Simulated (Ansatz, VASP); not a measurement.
## CsLi2 in VASP and in Ansatz

Contents of INCAR:

```
PREC = Accurate ; ENCUT = 600
EDIFF = 1E-7 ; ISMEAR = -1
SIGMA = 0.05 ; LREAL = False
LASPH = True ; NELM = 80
ALGO = Normal ; ISIF = 3
LWAVE = False ; LCHARG = False
GGA = CA ; IBRION = 2
NSW = 40 ; EDIFFG = -0.01
```

File KPOINTS:

```
regular mesh
0
Gamma
  8 8 3
```

File POSCAR:

```
CsLi2
1.0
    3.9663300000      0.0000000000      0.0000000000
   -1.9831700000      3.4349500000      0.0000000000
    0.0000000000      0.0000000000     10.0283800000
Cs Li
1 2
Direct
    0.0000000000      0.0000000000      0.0000000000
    0.3333300000      0.6666700000      0.3486300000
    0.3333300000      0.6666700000      0.6513700000
```

The input input.yaml:

```yaml
crystal:
  lattice:
    - [3.96633, 0.0, 0.0]
    - [-1.98317, 3.43495, 0.0]
    - [0.0, 0.0, 10.02838]
  atoms:
    - { symbol: Cs, position: [0.0, 0.0, 0.0] }
    - { symbol: Li, position: [0.33333, 0.66667, 0.34863] }
    - { symbol: Li, position: [0.33333, 0.66667, 0.65137] }
hamiltonian:
  xc: lda
  pseudopotentials: { kind: paw }
kpoints:
  mp_grid: { grid: [8, 8, 3] }
scf:
  occupations: { method: fermi_dirac, width: 0.05 }
output:
  forces: true
  stress: true
  eigenvalues: true
  write_density: true
  write_potential: true
  elf: true
  volumetric_format: npy
relax:
  f_tol: 0.01
  max_steps: 40
  cell: { stress_tol: 0.05 }
```

The cell was built by a generator and needn't be a form met in nature.

Alike in both runs: task relaxation of cell and atoms; functional LDA; k mesh 8 × 8 × 3; occupations fermi-dirac, width 0.05 eV; no spin polarisation.

```csv
,VASP,Ansatz
version,VASP 6.6.1,Ansatz 0.2.0
potentials or method,"VASP PAW LDA potentials, release 64 (Cs_sv, Li_sv)",Ansatz PAW
plane-wave cutoff (eV),600,420
valence electrons in the cell,15,15
```

Ansatz gave:

| Property | Result |
| --- | --- |
| gap on the k mesh at the Fermi level, each at its own relaxed structure (eV) | none |
| relaxed volume (Å³/atom) | 37.47 |
| relaxed cell length with the largest relative difference (Å) | 9.642 |
| energy change over the relaxation (meV/atom) | -22 |

Problem. What did VASP give for the same quantities?

Solution. gap on the k mesh at the Fermi level, each at its own relaxed structure (eV): none; relaxed volume (Å³/atom): 37.11; relaxed cell length with the largest relative difference (Å): 9.608; energy change over the relaxation (meV/atom): -25.

A gap of «none» marks a metal or a gap that the smearing closes.

Caveats: the volume moved by over 15 % at a fixed basis, so the end points are rough; the cutoff is under 1.25 times the usual one of these potentials, so pressure, stress and relaxed cells hold a basis-set (Pulay) error (VASP); the plane-wave basis is chosen anew once the cell has moved, so the energies of steps on either side of that aren't comparable (Ansatz); the PAW data sets come from PBE, with cores solved anew for the run's functional, which leaves a small shift of forces and pressure (Ansatz). Spin-orbit coupling is left out, which matters for the levels of Cs.
